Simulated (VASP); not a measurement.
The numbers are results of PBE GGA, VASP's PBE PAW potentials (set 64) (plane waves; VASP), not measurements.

VASP input:

File POSCAR:
```
AuAl2
1
    0.0000000000     2.9133540000     2.9877770000
    2.9662970000     0.0000000000     2.9877770000
    2.9662970000     2.9133540000     0.0000000000
Al Au
2 1
Direct
  0.2500000000   0.2500000000   0.2500000000
  0.7500000000   0.7500000000   0.7500000000
 -0.0131660000   0.0131660000   0.0131660000
```

INCAR:
```
# general
SYSTEM   =  AuAl2
PREC     =  Accurate
ENCUT    =  400   # plane-wave cut-off (eV)
LREAL    =  F   # projection in real space or not
LASPH    =  T   # aspherical one-centre terms

# electronic loop
EDIFF    =  1E-6   # SCF stop (eV)
NELM     =  100
ALGO     =  Conjugate
LMAXMIX  =  6   # l cut-off of mixed one-centre charges

# smearing
ISMEAR   =  1   # Methfessel-Paxton
SIGMA    =  0.1   # width (eV)

# functional
GGA      =  PE   # PBE

# ions
ISIF     =  2   # forces and stress, cell fixed

# output
LWAVE    =  F
LCHARG   =  F
```

KPOINTS:
```
Automatic mesh
0
Gamma
8 8 8
0 0 0
```

POTCAR, in this order: Al Au (PBE.64 set). Program: vasp_std.

What VASP printed:

### OSZICAR
```
       N       E                     dE             d eps       ncg     rms           ort
DAV:   1     0.497357700891E+02    0.49736E+02   -0.67645E+03  1140   0.101E+03
DAV:   2    -0.116981197113E+02   -0.61434E+02   -0.56581E+02  1140   0.183E+02
DAV:   3    -0.132314773915E+02   -0.15334E+01   -0.15077E+01  1140   0.285E+01
DAV:   4    -0.132428843778E+02   -0.11407E-01   -0.11401E-01  1140   0.294E+00
DAV:   5    -0.132430553832E+02   -0.17101E-03   -0.17099E-03  1140   0.375E-01
SDA:   6    -0.878834731750E+01    0.44547E+01   -0.17099E-03  1140   0.183E+02   0.000E+00
CGA:   7    -0.117533011720E+02   -0.29650E+01   -0.30008E+01  1140   0.237E+00   0.243E+00
CGA:   8    -0.118761358583E+02   -0.12283E+00   -0.11971E+00  1140   0.427E-01   0.115E-01
CGA:   9    -0.118903725679E+02   -0.14237E-01   -0.14245E-01  1140   0.123E-01  -0.362E-04
CGA:  10    -0.118939827090E+02   -0.36101E-02   -0.36054E-02  1140   0.803E-03   0.525E-04
CGA:  11    -0.118943274302E+02   -0.34472E-03   -0.34406E-03  1140   0.125E-03   0.351E-05
CGA:  12    -0.118943779562E+02   -0.50526E-04   -0.50115E-04  1140   0.406E-04   0.300E-05
CGA:  13    -0.118943910977E+02   -0.13141E-04   -0.13174E-04  1140   0.107E-04  -0.768E-06
CGA:  14    -0.118943951543E+02   -0.40566E-05   -0.38899E-05  1140   0.139E-05   0.179E-05
SDA:  15    -0.118943956469E+02   -0.49262E-06   -0.48511E-06  1140   0.390E-06   0.537E-06
   1 F= -.11894396E+02 E0= -.11894494E+02  d E =0.293811E-03
```

### OUTCAR
```
------------------------ aborting loop because EDIFF is reached ----------------------------------------
  FORCE on cell =-STRESS in cart. coord.  units (eV):
  Direction    XX          YY          ZZ          XY          YZ          ZX
  --------------------------------------------------------------------------------------
  Total        2.7996152      3.2538791      2.9081954      0.0000000      0.0000000      0.0000000
  in kB       86.8606064    100.9545573     90.2294062      0.0000000      0.0000000      0.0000000
  external PRESSURE =      92.6815233 kB  Pullay stress =       0.0000000 kB
  volume of cell :       51.64
      direct lattice vectors                 reciprocal lattice vectors
     0.000000000  2.913354000  2.987777000    -0.168560330  0.171623496  0.167348500
     2.966297000  0.000000000  2.987777000     0.168560330 -0.171623496  0.167348500
     2.966297000  2.913354000  0.000000000     0.168560330  0.171623496 -0.167348500
 POSITION                                       TOTAL-FORCE (eV/Angst)
 -----------------------------------------------------------------------------------
      1.48315      1.45668      1.49389         0.393279     -0.000000     -0.000000
      4.44945      4.37003      4.48167         0.393279      0.000000      0.000000
      0.07811      2.91335      2.98778        -0.786559      0.000000      0.000000
 -----------------------------------------------------------------------------------
    total drift:                                0.000379     -0.000000     -0.000000
  FREE ENERGIE OF THE ION-ELECTRON SYSTEM (eV)
  ---------------------------------------------------
  free  energy   TOTEN  =       -11.8943956469 eV

  energy  without entropy=      -11.8946894582  energy(sigma->0) =      -11.89449358
```
(Selected blocks of OUTCAR.)

The compound is AuAl2 in the fluorite structure. The cell was not relaxed at this level, atoms are displaced from their ideal sites. The run is one of a series of settings (ALGO = Conjugate against the base run), some of them coarse on purpose. The electron count is odd and the run is not spin-polarised, which forces a metal.
